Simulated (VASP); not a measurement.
Output of a VASP run:

OSZICAR:
```
       N       E                     dE             d eps       ncg     rms          rms(c)
DAV:   1     0.611976648311E+03    0.61198E+03   -0.27161E+04  1368   0.146E+03
DAV:   2     0.117858908483E+02   -0.60019E+03   -0.56505E+03  1400   0.456E+02
DAV:   3    -0.408587262313E+02   -0.52645E+02   -0.52055E+02  1416   0.149E+02
DAV:   4    -0.417030927950E+02   -0.84437E+00   -0.84223E+00  1376   0.206E+01
DAV:   5    -0.417135160131E+02   -0.10423E-01   -0.10421E-01  1412   0.239E+00    0.259E+01
DAV:   6    -0.387353416242E+02    0.29782E+01   -0.17334E+01  1540   0.328E+01    0.187E+01
DAV:   7    -0.388192030889E+02   -0.83861E-01   -0.14361E+00  1356   0.976E+00    0.124E+01
DAV:   8    -0.387571404790E+02    0.62063E-01   -0.17279E-01  1384   0.364E+00    0.556E+00
DAV:   9    -0.388416797589E+02   -0.84539E-01   -0.29276E-02  1396   0.173E+00    0.980E-01
DAV:  10    -0.388415278381E+02    0.15192E-03   -0.12847E-02  1408   0.785E-01    0.146E-01
DAV:  11    -0.388418949215E+02   -0.36708E-03   -0.70051E-04  1360   0.209E-01    0.106E-01
DAV:  12    -0.388420527197E+02   -0.15780E-03   -0.73935E-05  1356   0.632E-02    0.363E-02
DAV:  13    -0.388421095705E+02   -0.56851E-04   -0.31176E-05  1336   0.403E-02    0.267E-02
DAV:  14    -0.388421095323E+02    0.38209E-07   -0.41502E-06  1180   0.126E-02
   1 F= -.38842110E+02 E0= -.38841952E+02  d E =-.315550E-03  mag=     9.9999
```

### OUTCAR
```
------------------------ aborting loop because EDIFF is reached ----------------------------------------
  FORCE on cell =-STRESS in cart. coord.  units (eV):
  Direction    XX          YY          ZZ          XY          YZ          ZX
  --------------------------------------------------------------------------------------
  Total        2.0008253      2.0008253      5.8855106     -0.0000000      0.0000000      0.0000000
  in kB       44.8901891     44.8901891    132.0463519     -0.0000000      0.0000000      0.0000000
  external PRESSURE =      73.9422434 kB  Pullay stress =       0.0000000 kB
  volume of cell :       71.41
      direct lattice vectors                 reciprocal lattice vectors
     4.804258000  0.000000000  0.000000000     0.208148688  0.000000000  0.000000000
     0.000000000  4.804258000  0.000000000     0.000000000  0.208148688  0.000000000
     0.000000000  0.000000000  3.093967000     0.000000000  0.000000000  0.323209653
 POSITION                                       TOTAL-FORCE (eV/Angst)
 -----------------------------------------------------------------------------------
      0.00000      0.00000      0.00000        -0.000000      0.000000      0.000000
      2.40213      2.40213      1.54698        -0.000000      0.000000      0.000000
      1.46511      1.46511      0.00000        -0.309648     -0.309648     -0.000000
      3.86724      0.93702      1.54698        -0.309648      0.309648      0.000000
      0.93702      3.86724      1.54698         0.309648     -0.309648      0.000000
      3.33915      3.33915      0.00000         0.309648      0.309648      0.000000
 -----------------------------------------------------------------------------------
    total drift:                                0.000000     -0.000000     -0.000000
  FREE ENERGIE OF THE ION-ELECTRON SYSTEM (eV)
  ---------------------------------------------------
  free  energy   TOTEN  =       -38.8421095323 eV

  energy  without entropy=      -38.8417939824  energy(sigma->0) =      -38.84195176

 total charge

# of ion       s       p       d       tot
------------------------------------------
    1        0.187   6.186   5.008  11.381
    2        0.187   6.186   5.008  11.381
    3        1.772   4.412   0.000   6.184
    4        1.772   4.412   0.000   6.184
    5        1.772   4.412   0.000   6.184
    6        1.772   4.412   0.000   6.184
--------------------------------------------------
tot          7.460  30.019  10.017  47.496

 magnetization (x)

# of ion       s       p       d       tot
------------------------------------------
    1        0.024   0.025   4.522   4.571
    2        0.024   0.025   4.522   4.571
    3        0.011   0.094   0.000   0.105
    4        0.011   0.094   0.000   0.105
    5        0.011   0.094   0.000   0.105
    6        0.011   0.094   0.000   0.105
--------------------------------------------------
tot          0.092   0.425   9.044   9.561
```
(Selected blocks of OUTCAR.)

File POSCAR:
```
MnF2
1
    4.8042580000     0.0000000000     0.0000000000
    0.0000000000     4.8042580000     0.0000000000
    0.0000000000     0.0000000000     3.0939670000
Mn F
2 4
Direct
  0.0000000000   0.0000000000   0.0000000000
  0.5000000000   0.5000000000   0.5000000000
  0.3049600000   0.3049600000   0.0000000000
  0.8049600000   0.1950400000   0.5000000000
  0.1950400000   0.8049600000   0.5000000000
  0.6950400000   0.6950400000   0.0000000000
```

**Question.** Write an INCAR and KPOINTS that could have produced this output.

**Answer.** This is not unique; one that fits is the input of the run itself, PBE GGA, plane waves, VASP's PBE PAW potentials (set 64).

**INCAR**
```
SYSTEM = MnF2
PREC = Accurate
ENCUT = 400
EDIFF = 1E-6
NELM = 100
ALGO = Normal
LREAL = .FALSE.
LASPH = .TRUE.
ISMEAR = -1
SIGMA = 0.1
GGA = PE
LMAXMIX = 4
LWAVE = .FALSE.
LCHARG = .FALSE.
ISIF = 2
ISPIN = 2
MAGMOM = 4.0 4.0 0.0 0.0 0.0 0.0
LORBIT = 11
```

File KPOINTS:
```
Regular mesh
0
gamma
  3 3 5
```

POTCAR, in this order: Mn_pv F (PBE.64 set). Program: vasp_std.

At this cut-off the stress carries a Pulay error, which pulls relaxed volumes low. The moments were started parallel, and other spin orders were not tried in this run.

The structure was generated: MnF2 was put into an ordered model structure, which need not be its known phase. The cell was not relaxed at this level. The k-mesh is coarse (spacing up to 0.44 per Å, 2π included), so the numbers may not be converged in it.
